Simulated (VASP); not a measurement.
Data:

```
CELL_PARAMETERS angstrom
      0.00000     2.63343     2.63343
      2.63343     0.00000     2.63343
      2.63343     2.63343     0.00000
ATOMIC_POSITIONS crystal
  N  0.25000 0.25000 0.25000
  Y  0.00000 0.00000 0.00000
```

Level of theory: r2SCAN meta-GGA, VASP's PBE PAW potentials (set 64) (plane waves; VASP). Numerical set-up: 520 eV cut-off, 8×8×8 Γ-centred mesh, Gaussian smearing of 0.050 eV, potentials N Y_sv.

Problem. What does the run give for the energy per atom (σ→0), band gap (on the k-mesh) with the smallest direct gap where there is one?

Solution. 
The band gap (on the k-mesh) is 2.52 eV and the smallest direct gap (on the k-mesh) is 2.58 eV. The energy per atom (σ→0) comes out as -16.425 eV/atom.

Only differences to runs with the same potentials and settings are physical.

The structure was generated: YN was put into the zincblende type (F-43m), which need not be its known phase. It was relaxed first. The start is the result of an earlier pass.
